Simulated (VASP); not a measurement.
# KCdCO3F: O into a neighbouring O vacancy, part 5 of 5

Wanted: the minimum-energy path in KCdCO3F for this move: O into a neighbouring O vacancy. The start is a cell from a database of measured crystal structures.

VASP 6.6.1; LDA; plane waves and PAW (Cd, K_pv, F, O, C).

So far. Step 3 (Relax the host again, on a new basis): The start already met the threshold, so nothing moved. Step 7 (Going on with the relaxation): The run ended after 53 ionic steps, 0.162 eV below its first step, once the forces on the free atoms met EDIFFG = -0.05.

### Step 8. Nudged elastic band

Images on a straight line between the ends relax across the path, while springs keep them spaced along it.

INCAR reads:

```
SYSTEM = K4Cd4C4O11F4
PREC = Normal
ENCUT = 400
EDIFF = 1E-05
NELM = 120
ISMEAR = 0
SIGMA = 0.05
LREAL = Auto
ALGO = Fast
GGA = CA
NBANDS = 111
LWAVE = .FALSE.
LCHARG = .FALSE.
LASPH = .TRUE.
IMAGES = 3
SPRING = -5
IBRION = 1
POTIM = 0.3
NSW = 60
EDIFFG = -0.05
ISYM = 0
ISIF = 0
```

POSCAR reads:

```
K4Cd4C4O11F4
1.0
   -7.4591300124      4.3065307206      4.3693651570
    7.4591300124     -4.3065307206      4.3693651570
    2.4863766708      4.3065307206     -4.3693651570
Cd K F O C
4 4 4 11 4
Direct
    0.4460988195      0.5790460971      0.5256006965
    0.9122746641      0.0908642975      0.5041845725
    0.9272815355      0.5848862727      0.0125549563
    0.4122412166      0.0691513943      0.9816821624
    0.9996837726      0.0021680354      0.9928281558
    0.4905225606      0.4935394826      0.9938607794
    0.5008447827      0.0005878712      0.4993141506
    0.9986125590      0.4982292027      0.4997815718
    0.1641905157      0.3452683513      0.5112063713
    0.6669274028      0.8475470424      0.5141055464
    0.6699947391      0.3161558626      0.9852947631
    0.1691720821      0.8154450006      0.9860710904
    0.1146103219      0.0556539760      0.6702155055
    0.1388973960      0.5706027718      0.2102863947
    0.6277255294      0.0543134425      0.1823151109
    0.6766252763      0.4229497426      0.5987809533
    0.1743813395      0.8679226880      0.5421374959
    0.1901728735      0.3769348604      0.0678088625
    0.6896089152      0.8683495631      0.0573751351
    0.4222344515      0.2921749417      0.2145375180
    0.9262763866      0.8068306192      0.2340099601
    0.9446661949      0.3275468976      0.7728892889
    0.4405224738      0.8044857309      0.7462218226
    0.5488546367      0.4226112194      0.4718686809
    0.0716156526      0.9109140930      0.4826926518
    0.0927526768      0.4252390837      0.0188796140
    0.5845916280      0.9084893052      0.9932768182
```

KPOINTS reads:

```
Automatic mesh
0
Gamma
2 2 2
0 0 0
```

00/POSCAR reads:

```
K4Cd4C4O11F4
1.0
   -7.4591300124      4.3065307206      4.3693651570
    7.4591300124     -4.3065307206      4.3693651570
    2.4863766708      4.3065307206     -4.3693651570
Cd K F O C
4 4 4 11 4
Direct
    0.4460988195      0.5790460971      0.5256006965
    0.9122746641      0.0908642975      0.5041845725
    0.9272815355      0.5848862727      0.0125549563
    0.4122412166      0.0691513943      0.9816821624
    0.9996837726      0.0021680354      0.9928281558
    0.4905225606      0.4935394826      0.9938607794
    0.5008447827      0.0005878712      0.4993141506
    0.9986125590      0.4982292027      0.4997815718
    0.1641905157      0.3452683513      0.5112063713
    0.6669274028      0.8475470424      0.5141055464
    0.6699947391      0.3161558626      0.9852947631
    0.1691720821      0.8154450006      0.9860710904
    0.1146103219      0.0556539760      0.6702155055
    0.1388973960      0.5706027718      0.2102863947
    0.6277255294      0.0543134425      0.1823151109
    0.6766252763      0.4229497426      0.5987809533
    0.1743813395      0.8679226880      0.5421374959
    0.1901728735      0.3769348604      0.0678088625
    0.6896089152      0.8683495631      0.0573751351
    0.4222344515      0.2921749417      0.2145375180
    0.9262763866      0.8068306192      0.2340099601
    0.9446661949      0.3275468976      0.7728892889
    0.4405224738      0.8044857309      0.7462218226
    0.5488546367      0.4226112194      0.4718686809
    0.0716156526      0.9109140930      0.4826926518
    0.0927526768      0.4252390837      0.0188796140
    0.5845916280      0.9084893052      0.9932768182
```

01/POSCAR reads:

```
K4Cd4C4O11F4
1.0
   -7.4591300124      4.3065307206      4.3693651570
    7.4591300124     -4.3065307206      4.3693651570
    2.4863766708      4.3065307206     -4.3693651570
Cd K F O C
4 4 4 11 4
Direct
    0.4378105317      0.5819184484      0.5205520713
    0.9118824316      0.0872987494      0.5004459790
    0.9260243684      0.5846796897      0.0116594954
    0.4218572978      0.0818248910      1.0046732662
    0.9972432554     -0.0014704303      0.9901759765
    0.4911219150      0.4927082702      0.9909812378
    0.5001727322      0.0007471670      0.5028083065
    1.0013234900      0.5017362937      0.5029735810
    0.1639893572      0.3446745006      0.5107364146
    0.6663678317      0.8465985842      0.5129549417
    0.6693922149      0.3186129052      0.9880084144
    0.1685840599      0.8178626617      0.9882740560
    0.1339694464      0.0567986954      0.6913604642
    0.1481653124      0.5670723726      0.2162452014
    0.6416906439      0.0581463416      0.2007837834
    0.6761100377      0.4444036267      0.6206511246
    0.1626584368      0.8538080070      0.5170508114
    0.1727181360      0.3602863025      0.0336644288
    0.6736600102      0.8569783006      0.0308050663
    0.4219559206      0.3132564708      0.2358867383
    0.9303340180      0.8235745150      0.2549830022
    0.9408021839      0.3370926294      0.7790868678
    0.4396198537      0.8241023652      0.7653417381
    0.5491459865      0.4114172485      0.4615640739
    0.0759757424      0.9123783366      0.4890489045
    0.0883882982      0.4214926124      0.0109538520
    0.5836590004      0.9124213596      0.9969166788
```

02/POSCAR reads:

```
K4Cd4C4O11F4
1.0
   -7.4591300124      4.3065307206      4.3693651570
    7.4591300124     -4.3065307206      4.3693651570
    2.4863766708      4.3065307206     -4.3693651570
Cd K F O C
4 4 4 11 4
Direct
    0.4295222438      0.5847907997      0.5155034461
    0.9114901991      0.0837332014      0.4967073854
    0.9247672012      0.5844731066      0.0107640344
    0.4314733790      0.0944983878      1.0276643700
    0.9948027382     -0.0051088960      0.9875237972
    0.4917212694      0.4918770579      0.9881016961
    0.4995006818      0.0009064628      0.5063024624
    1.0040344210      0.5052433846      0.5061655902
    0.1637881987      0.3440806499      0.5102664578
    0.6658082606      0.8456501260      0.5118043370
    0.6687896907      0.3210699479      0.9907220658
    0.1679960378      0.8202803228      0.9904770215
    0.1533285709      0.0579434149      0.7125054228
    0.1574332289      0.5635419735      0.2222040082
    0.6556557584      0.0619792408      0.2192524558
    0.6755947990      0.4658575108      0.6425212958
    0.1509355341      0.8396933260      0.4919641269
    0.1552633986      0.3436377446     -0.0004800049
    0.6577111051      0.8456070380      0.0042349976
    0.4216773896      0.3343380000      0.2572359586
    0.9343916494      0.8403184108      0.2759560444
    0.9369381729      0.3466383613      0.7852844466
    0.4387172336      0.8437189995      0.7844616536
    0.5494373363      0.4002232776      0.4512594669
    0.0803358323      0.9138425802      0.4954051572
    0.0840239196      0.4177461410      0.0030280900
    0.5827263728      0.9163534139      1.0005565394
```

03/POSCAR reads:

```
K4Cd4C4O11F4
1.0
   -7.4591300124      4.3065307206      4.3693651570
    7.4591300124     -4.3065307206      4.3693651570
    2.4863766708      4.3065307206     -4.3693651570
Cd K F O C
4 4 4 11 4
Direct
    0.4212339560      0.5876631510      0.5104548209
    0.9110979666      0.0801676533      0.4929687918
    0.9235100340      0.5842665236      0.0098685734
    0.4410894603      0.1071718845      1.0506554738
    0.9923622211     -0.0087473617      0.9848716179
    0.4923206238      0.4910458456      0.9852221544
    0.4988286314      0.0010657585      0.5097966184
    1.0067453521      0.5087504756      0.5093575993
    0.1635870402      0.3434867992      0.5097965011
    0.6652486895      0.8447016677      0.5106537323
    0.6681871666      0.3235269906      0.9934357171
    0.1674080156      0.8226979839      0.9926799870
    0.1726876954      0.0590881344      0.7336503815
    0.1667011454      0.5600115743      0.2281628150
    0.6696208730      0.0658121400      0.2377211283
    0.6750795604      0.4873113948      0.6643914670
    0.1392126314      0.8255786451      0.4668774424
    0.1378086612      0.3269891866     -0.0346244386
    0.6417622001      0.8342357755     -0.0223350712
    0.4213988587      0.3554195291      0.2785851788
    0.9384492807      0.8570623067      0.2969290866
    0.9330741619      0.3561840931      0.7914820254
    0.4378146134      0.8633356338      0.8035815690
    0.5497286861      0.3890293066      0.4409548599
    0.0846959222      0.9153068237      0.5017614100
    0.0796595410      0.4139996697     -0.0048976720
    0.5817937451      0.9202854682      1.0041964001
```

04/POSCAR reads:

```
K4Cd4C4O11F4
1.0
   -7.4591300124      4.3065307206      4.3693651570
    7.4591300124     -4.3065307206      4.3693651570
    2.4863766708      4.3065307206     -4.3693651570
Cd K F O C
4 4 4 11 4
Direct
    0.4129456682      0.5905355023      0.5054061957
    0.9107057341      0.0766021052      0.4892301983
    0.9222528669      0.5840599406      0.0089731125
    0.4507055415      0.1198453812      1.0736465776
    0.9899217039     -0.0123858274      0.9822194386
    0.4929199782      0.4902146332      0.9823426128
    0.4981565809      0.0012250543      0.5132907743
    1.0094562831      0.5122575666      0.5125496085
    0.1633858817      0.3428929485      0.5093265444
    0.6646891184      0.8437532095      0.5095031276
    0.6675846424      0.3259840332      0.9961493684
    0.1668199934      0.8251156450      0.9948829526
    0.1920468199      0.0602328538      0.7547953401
    0.1759690618      0.5564811752      0.2341216217
    0.6835859875      0.0696450391      0.2561898008
    0.6745643218      0.5087652789      0.6862616383
    0.1274897287      0.8114639641      0.4417907579
    0.1203539237      0.3103406287     -0.0687688723
    0.6258132950      0.8228645130     -0.0489051399
    0.4211203278      0.3765010582      0.2999343991
    0.9425069121      0.8738062025      0.3179021287
    0.9292101509      0.3657298249      0.7976796043
    0.4369119933      0.8829522681      0.8227014845
    0.5500200359      0.3778353357      0.4306502529
    0.0890560120      0.9167710673      0.5081176627
    0.0752951624      0.4102531984     -0.0128234340
    0.5808611175      0.9242175226      1.0078362607
```

Potentials, in the order of the species: Cd, K_pv, F, O and C (LDA family, release 64).

Started as:

```sh
> mpirun -np 3 vasp_std
```

Log:

```text
[banner, memory and clock lines left out]
running    3 mpi-ranks, on    1 nodes
 each image running on    1 cores
[...]
01/POSCAR found :  5 types and      27 ions
 LDA part: xc-table for (Slater(with rela. corr.)+CA(PZ))
 , standard interpolation
[...]
00/POSCAR found :  5 types and      27 ions
[...]
04/POSCAR found :  5 types and      27 ions
 POSCAR, INCAR and KPOINTS ok, starting setup
[...]
entering main loop
       N       E                     dE             d eps       ncg     rms          rms(c)
DAV:   1     0.160797013386E+04    0.16080E+04   -0.81563E+04  1776   0.135E+03
DAV:   2    -0.827796430297E+01   -0.16162E+04   -0.15550E+04  2007   0.400E+02
DAV:   3    -0.181249732135E+03   -0.17297E+03   -0.17169E+03  2056   0.145E+02
DAV:   4    -0.184870039439E+03   -0.36203E+01   -0.35997E+01  1984   0.213E+01
[...]
RMM:  13    -0.166454347243E+03   -0.19633E-03   -0.18850E-03  1811   0.130E-01    0.329E-02
RMM:  14    -0.166454387808E+03   -0.40564E-04   -0.39971E-04  1757   0.480E-02    0.113E-02
RMM:  15    -0.166454391463E+03   -0.36550E-05   -0.66377E-05  1393   0.200E-02
   1 F= -.16645439E+03 E0= -.16645439E+03  d E =-.166454E+03
[... from here on, the cycles between the ionic steps are left out ...]
   2 F= -.16601620E+03 E0= -.16601620E+03  d E =0.438195E+00
   6 F= -.16863570E+03 E0= -.16863570E+03  d E =-.749768E-01
  11 F= -.16868412E+03 E0= -.16868412E+03  d E =-.256401E-01
  16 F= -.16870333E+03 E0= -.16870333E+03  d E =-.557290E-02
  21 F= -.16870299E+03 E0= -.16870299E+03  d E =-.422650E-03
  26 F= -.16870577E+03 E0= -.16870577E+03  d E =-.429688E-03
  31 F= -.16872835E+03 E0= -.16872835E+03  d E =-.658167E-02
  36 F= -.16875953E+03 E0= -.16875953E+03  d E =-.427837E-02
  41 F= -.16877739E+03 E0= -.16877739E+03  d E =0.510092E-03
  46 F= -.16880140E+03 E0= -.16880140E+03  d E =-.934103E-02
  51 F= -.16884522E+03 E0= -.16884522E+03  d E =-.509374E-02
  56 F= -.16885294E+03 E0= -.16885294E+03  d E =-.155728E-02
  59 F= -.16885389E+03 E0= -.16885389E+03  d E =-.130895E-03
  60 F= -.16885403E+03 E0= -.16885403E+03  d E =-.134535E-03
 BRION: g(F)=  0.116E-02 g(S)=  0.000E+00 retain N=  2 mean eig= 3.98
 eig:   0.425  7.539
```

Elapsed: 45 min, on 3 MPI ranks of Intel Xeon 6975P-C (Granite Rapids), shared host; peak memory 0.91 GiB.

OUTCAR, selected parts (step 8):

```text
  tangential force (eV/A)        -0.187969
  left and right image   1.155519  1.174138 A

  tangential force (eV/A)        -0.188660
  left and right image   1.156320  1.174451 A

 k-point     1 :       0.0000    0.0000    0.0000
  band No.  band energies     occupation
    ...
     89      -1.7380      2.00000
     90      -1.1769      2.00000
     91      -1.0893      2.00000
     92      -1.0019      2.00000
     93      -0.4171      2.00000
     94       2.5949      0.00000
     95       3.7691      0.00000
     96       3.8431      0.00000
     97       4.7735      0.00000
     98       4.8425      0.00000
    ...

 POSITION                                       TOTAL-FORCE (eV/Angst)
 -----------------------------------------------------------------------------------
      2.51324      1.49304      2.17025         0.001138      0.002357     -0.000202
     -4.91521      5.75689      2.17486         0.006177      0.010567      0.000134
     -2.52579      1.62307      6.54863         0.001788     -0.030675     -0.000241
     -2.57219      1.41368      2.17847        -0.003503      0.010680      0.000391
      2.42057      4.24298      4.34250         0.005261     -0.005753     -0.000304
      2.42534      4.24485      0.00459         0.010392     -0.001368     -0.003290
     -2.44023      4.34126      0.00969        -0.008940     -0.000480     -0.010366
      5.03021      0.02953     -0.02927        -0.009372      0.001369      0.010479
      2.67910      1.32704     -0.05275         0.025314     -0.003982     -0.000553
      2.67408      1.34383      4.40063         0.026616     -0.010959     -0.000435
     -0.07602      5.82892     -0.00302        -0.009519      0.008585     -0.004008
      7.38862      1.54370     -0.00756        -0.014071      0.010332      0.001077
      1.15124      3.24933     -2.19019         0.029475     -0.041344      0.002786
      3.51540     -0.63097      2.17533         0.042414     -0.052233      0.000290
[...]
-----------------------------------------------------------------------------------
    total drift:                                0.024346      0.007561     -0.013369

  FREE ENERGIE OF THE ION-ELECTRON SYSTEM (eV)
  ---------------------------------------------------
  free  energy   TOTEN  =      -168.8540263656 eV

  energy  without entropy=     -168.8540263656  energy(sigma->0) =     -168.85402637

  tangential force (eV/A)        -0.187400
  left and right image   1.157228  1.175111 A

[... 5 parts as in an earlier step ...]

[... 10 further parts left out ...]
[key lines of the parts left out:]
E-fermi :   0.3752
```

The band used up its steps before its forces met the threshold, so no barrier is taken from it.

### Step 9. What came out

| Property | Result |
| --- | --- |
| result | none |

What this shows: The session ends without its result: «nudged elastic band» used up its steps.

[Lines on the potential files, build, host, timing and source positions are cut from VASP's logs without a mark.]

[Logs are printed without paths, hosts, clocks, repeated set-up lines and the standing remarks that a program may print on its own settings, such as how far it seeks lower states.]

[Hosts, paths, dates, database ids (printed as entryN), source tags and the programs' standing remarks are cut or masked in the printed files.]

[Runs that stopped without an error message from VASP are left out.]
